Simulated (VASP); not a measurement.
OSZICAR of a VASP run on WSe2:

### OSZICAR
```
...
DAV:  13    -0.217090440323E+03   -0.11748E-02   -0.30338E-03   672   0.117E-01    0.173E-01
DAV:  14    -0.217091648263E+03   -0.12079E-02   -0.28902E-04   664   0.349E-02    0.763E-02
DAV:  15    -0.217092052661E+03   -0.40440E-03   -0.28724E-04   680   0.385E-02    0.153E-02
DAV:  16    -0.217092878995E+03   -0.82633E-03   -0.13146E-04   696   0.193E-02    0.510E-02
DAV:  17    -0.217093247367E+03   -0.36837E-03   -0.57785E-05   704   0.188E-02    0.147E-02
DAV:  18    -0.217093588568E+03   -0.34120E-03   -0.33659E-05   576   0.668E-03    0.114E-02
DAV:  19    -0.217093626114E+03   -0.37546E-04   -0.26585E-06   672   0.191E-03    0.479E-03
DAV:  20    -0.217093643223E+03   -0.17110E-04   -0.11401E-06   552   0.209E-03    0.951E-04
DAV:  21    -0.217093647476E+03   -0.42527E-05   -0.18446E-07   480   0.631E-04    0.241E-04
DAV:  22    -0.217093648294E+03   -0.81766E-06   -0.67324E-09   392   0.278E-04    0.285E-04
DAV:  23    -0.217093648403E+03   -0.10938E-06    0.11595E-08   416   0.119E-04    0.102E-04
DAV:  24    -0.217093648440E+03   -0.36318E-07    0.14631E-08   368   0.786E-05
   1 F= -.21709365E+03 E0= -.21709365E+03  d E =-.120476E-35
 Found     4 degrees of freedom:
       N       E                     dE             d eps       ncg     rms          rms(c)
DAV:   1    -0.217080991275E+03    0.12657E-01   -0.65154E-01  1156   0.434E+00    0.249E-01
DAV:   2    -0.217091137344E+03   -0.10146E-01   -0.11216E-01  1156   0.902E-01    0.112E-01
DAV:   3    -0.217091118058E+03    0.19286E-04   -0.17250E-03  1336   0.130E-01    0.600E-02
DAV:   4    -0.217091088201E+03    0.29857E-04   -0.25091E-04  1344   0.607E-02    0.271E-02
DAV:   5    -0.217091087040E+03    0.11619E-05   -0.85666E-05  1400   0.479E-02    0.150E-02
DAV:   6    -0.217091085095E+03    0.19444E-05   -0.11128E-05  1416   0.176E-02    0.725E-03
DAV:   7    -0.217091084709E+03    0.38575E-06   -0.23832E-06  1424   0.571E-03    0.383E-03
DAV:   8    -0.217091084687E+03    0.22330E-07   -0.74129E-07  1296   0.415E-03
   2 F= -.21709108E+03 E0= -.21709108E+03  d E =-.747397E-37
       N       E                     dE             d eps       ncg     rms          rms(c)
DAV:   1    -0.217065026719E+03    0.26058E-01   -0.16269E+00  1140   0.676E+00    0.410E-01
DAV:   2    -0.217091087153E+03   -0.26060E-01   -0.28519E-01  1136   0.139E+00    0.190E-01
DAV:   3    -0.217091146819E+03   -0.59665E-04   -0.44367E-03  1352   0.213E-01    0.102E-01
DAV:   4    -0.217091128519E+03    0.18300E-04   -0.77789E-04  1360   0.136E-01    0.536E-02
DAV:   5    -0.217091088039E+03    0.40480E-04   -0.27187E-04  1416   0.894E-02    0.198E-02
DAV:   6    -0.217091086647E+03    0.13920E-05   -0.25608E-05  1344   0.192E-02    0.127E-02
DAV:   7    -0.217091085593E+03    0.10547E-05   -0.61150E-06  1368   0.931E-03    0.696E-03
DAV:   8    -0.217091085429E+03    0.16359E-06   -0.27527E-06  1296   0.866E-03    0.357E-03
DAV:   9    -0.217091085301E+03    0.12859E-06   -0.10003E-06  1296   0.542E-03    0.860E-04
DAV:  10    -0.217091085392E+03   -0.91408E-07   -0.17538E-07   864   0.137E-03
   3 F= -.21709109E+03 E0= -.21709109E+03  d E =-.510637E-38
       N       E                     dE             d eps       ncg     rms          rms(c)
DAV:   1    -0.217069413343E+03    0.21672E-01   -0.13410E+00   580   0.664E+00    0.283E-01
DAV:   2    -0.217090564938E+03   -0.21152E-01   -0.22627E-01   560   0.135E+00    0.142E-01
DAV:   3    -0.217090614688E+03   -0.49749E-04   -0.32730E-03   680   0.163E-01    0.782E-02
DAV:   4    -0.217090558846E+03    0.55842E-04   -0.50483E-04   704   0.791E-02    0.347E-02
DAV:   5    -0.217090547241E+03    0.11605E-04   -0.15218E-04   736   0.573E-02    0.196E-02
DAV:   6    -0.217090538308E+03    0.89327E-05   -0.28608E-05   712   0.259E-02    0.979E-03
DAV:   7    -0.217090536528E+03    0.17800E-05   -0.66861E-06   688   0.984E-03    0.425E-03
DAV:   8    -0.217090535333E+03    0.11956E-05   -0.18864E-06   680   0.537E-03    0.204E-03
DAV:   9    -0.217090534868E+03    0.46436E-06   -0.64774E-07   664   0.318E-03    0.134E-03
DAV:  10    -0.217090534643E+03    0.22546E-06   -0.12268E-07   416   0.162E-03    0.968E-04
DAV:  11    -0.217090534393E+03    0.24984E-06   -0.12843E-07   432   0.152E-03    0.399E-04
DAV:  12    -0.217090534241E+03    0.15234E-06   -0.12033E-07   440   0.137E-03    0.241E-04
DAV:  13    -0.217090534221E+03    0.19118E-07   -0.53677E-08   376   0.819E-04
   4 F= -.21709053E+03 E0= -.21709053E+03  d E =-.921593E-37
       N       E                     dE             d eps       ncg     rms          rms(c)
DAV:   1    -0.217051611413E+03    0.38923E-01   -0.28458E+00   568   0.856E+00    0.495E-01
DAV:   2    -0.217090789740E+03   -0.39178E-01   -0.43931E-01   576   0.144E+00    0.231E-01
DAV:   3    -0.217090660402E+03    0.12934E-03   -0.72754E-03   688   0.228E-01    0.118E-01
DAV:   4    -0.217090536090E+03    0.12431E-03   -0.12241E-03   680   0.979E-02    0.486E-02
DAV:   5    -0.217090542581E+03   -0.64911E-05   -0.26205E-04   712   0.639E-02    0.332E-02
DAV:   6    -0.217090535896E+03    0.66851E-05   -0.48496E-05   712   0.337E-02    0.185E-02
DAV:   7    -0.217090535164E+03    0.73227E-06   -0.92489E-06   720   0.134E-02    0.890E-03
DAV:   8    -0.217090533703E+03    0.14611E-05   -0.47278E-06   680   0.843E-03    0.365E-03
DAV:   9    -0.217090533648E+03    0.55225E-07   -0.20597E-06   656   0.507E-03    0.260E-03
DAV:  10    -0.217090533673E+03   -0.25826E-07   -0.21340E-07   520   0.198E-03
   5 F= -.21709053E+03 E0= -.21709053E+03  d E =-.686525E-37
       N       E                     dE             d eps       ncg     rms          rms(c)
DAV:   1    -0.217080459338E+03    0.10074E-01   -0.90577E-01  1136   0.409E+00    0.290E-01
DAV:   2    -0.217092293083E+03   -0.11834E-01   -0.12569E-01  1160   0.932E-01    0.123E-01
DAV:   3    -0.217092349639E+03   -0.56556E-04   -0.19369E-03  1400   0.130E-01    0.705E-02
DAV:   4    -0.217092347672E+03    0.19674E-05   -0.31507E-04  1432   0.814E-02    0.406E-02
DAV:   5    -0.217092329161E+03    0.18511E-04   -0.12587E-04  1448   0.595E-02    0.134E-02
DAV:   6    -0.217092328389E+03    0.77186E-06   -0.11660E-05  1408   0.155E-02    0.886E-03
DAV:   7    -0.217092328086E+03    0.30260E-06   -0.29594E-06  1408   0.688E-03    0.493E-03
DAV:   8    -0.217092327979E+03    0.10732E-06   -0.11088E-06  1360   0.576E-03    0.189E-03
DAV:   9    -0.217092327957E+03    0.22246E-07   -0.19080E-07   912   0.231E-03
   6 F= -.21709233E+03 E0= -.21709233E+03  d E =-.208581E-36
       N       E                     dE             d eps       ncg     rms          rms(c)
DAV:   1    -0.217090127390E+03    0.22006E-02   -0.58140E-01  1120   0.130E+00    0.356E-01
DAV:   2    -0.217092389861E+03   -0.22625E-02   -0.25840E-02  1344   0.346E-01    0.155E-01
DAV:   3    -0.217092370643E+03    0.19219E-04   -0.96992E-04  1488   0.124E-01    0.907E-02
DAV:   4    -0.217092380282E+03   -0.96397E-05   -0.53215E-04  1384   0.122E-01    0.678E-02
DAV:   5    -0.217092329069E+03    0.51213E-04   -0.20715E-04  1424   0.767E-02    0.923E-03
DAV:   6    -0.217092327964E+03    0.11056E-05   -0.23011E-05  1408   0.185E-02    0.776E-03
DAV:   7    -0.217092327440E+03    0.52332E-06   -0.40814E-06  1376   0.904E-03    0.396E-03
DAV:   8    -0.217092327457E+03   -0.16600E-07   -0.38659E-07  1232   0.252E-03
   7 F= -.21709233E+03 E0= -.21709233E+03  d E =-.211147E-36
       N       E                     dE             d eps       ncg     rms          rms(c)
DAV:   1    -0.217090423555E+03    0.19039E-02   -0.39518E-01   560   0.106E+00    0.284E-01
DAV:   2    -0.217091979962E+03   -0.15564E-02   -0.17006E-02   688   0.247E-01    0.118E-01
DAV:   3    -0.217092010511E+03   -0.30549E-04   -0.53013E-04   744   0.727E-02    0.727E-02
DAV:   4    -0.217092052532E+03   -0.42021E-04   -0.19698E-04   696   0.738E-02    0.338E-02
DAV:   5    -0.217092049719E+03    0.28126E-05   -0.88664E-05   696   0.538E-02    0.663E-03
DAV:   6    -0.217092050122E+03   -0.40224E-06   -0.10164E-05   696   0.120E-02    0.443E-03
DAV:   7    -0.217092051103E+03   -0.98170E-06   -0.16843E-06   664   0.311E-03    0.275E-03
DAV:   8    -0.217092053108E+03   -0.20045E-05   -0.18073E-07   520   0.167E-03    0.152E-03
DAV:   9    -0.217092054570E+03   -0.14623E-05   -0.10473E-07   432   0.122E-03    0.537E-04
DAV:  10    -0.217092055376E+03   -0.80606E-06   -0.45150E-08   408   0.851E-04    0.268E-04
DAV:  11    -0.217092055660E+03   -0.28369E-06   -0.16753E-08   376   0.610E-04    0.176E-04
DAV:  12    -0.217092055910E+03   -0.24969E-06   -0.90997E-09   384   0.428E-04    0.839E-05
DAV:  13    -0.217092056068E+03   -0.15810E-06   -0.88459E-10   360   0.289E-04    0.567E-05
DAV:  14    -0.217092056161E+03   -0.92961E-07    0.18371E-09   400   0.228E-04
   8 F= -.21709206E+03 E0= -.21709206E+03  d E =-.917908E-36
       N       E                     dE             d eps       ncg     rms          rms(c)
DAV:   1    -0.217088979361E+03    0.30767E-02   -0.80502E-01   560   0.137E+00    0.565E-01
DAV:   2    -0.217091954273E+03   -0.29749E-02   -0.36544E-02   664   0.368E-01    0.181E-01
DAV:   3    -0.217091933644E+03    0.20629E-04   -0.12615E-03   712   0.123E-01    0.119E-01
DAV:   4    -0.217091944893E+03   -0.11248E-04   -0.51228E-04   688   0.121E-01    0.673E-02
DAV:   5    -0.217091896162E+03    0.48731E-04   -0.26120E-04   680   0.899E-02    0.145E-02
DAV:   6    -0.217091892261E+03    0.39002E-05   -0.31458E-05   664   0.215E-02    0.823E-03
DAV:   7    -0.217091892302E+03   -0.40458E-07   -0.57833E-06   736   0.532E-03    0.495E-03
DAV:   8    -0.217091892365E+03   -0.63432E-07   -0.39622E-07   600   0.195E-03
   9 F= -.21709189E+03 E0= -.21709189E+03  d E =-.128150E-36
```

Problem. Which electronic solver shows in the log?

Solution. It is blocked Davidson (ALGO = Normal, or the opening steps of other solvers). The INCAR had ALGO = Normal.

Problem. Can the final energy be trusted as converged?

Solution. Self-consistency was reached. It stopped with EDIFF = 1E-7, NELM = 100 (LDA (Ceperley-Alder, Perdew-Zunger), plane waves, VASP's LDA PAW potentials (set 64)). The cell holds a wide vacuum, so values per volume refer to the whole cell.

The cell is a supercell, built from a database entry that may be metastable or hypothetical.
